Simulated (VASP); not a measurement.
```
CELL_PARAMETERS angstrom
     -2.64000     2.64000     2.64000
      2.64000    -2.64000     2.64000
      2.64000     2.64000    -2.64000
ATOMIC_POSITIONS crystal
  K  0.00000 0.00000 0.00000
```

Computed with PBE GGA, VASP's PBE PAW potentials (set 64) (plane waves; VASP). Settings: 480 eV cut-off, 10×10×10 Γ-centred mesh, first-order Methfessel-Paxton smearing of 0.10 eV, potentials K_sv.

Energy and stress use the plane-wave basis of the starting cell.

Q: The ions, cell shape and volume at an external pressure of 10.0 GPa are relaxed. Which structure does the run end with?

A: 
```
CELL_PARAMETERS angstrom
     -2.07216     2.07216     2.07216
      2.07216    -2.07216     2.07216
      2.07216     2.07216    -2.07216
ATOMIC_POSITIONS crystal
  K  0.00000 0.00000 0.00000
```
Space group Im-3m (229), at a tolerance of 0.03 Å.

Q: How do energy and volume change from the first to the last step?

A: The energy (σ→0) changes by +678.0 meV/atom and the volume by -51.6 %, in 18 ionic steps.

The compound is K in the bcc structure. This run relaxes it under an external pressure of 10 GPa. Symmetry was kept, so distortions that lower it aren't found.
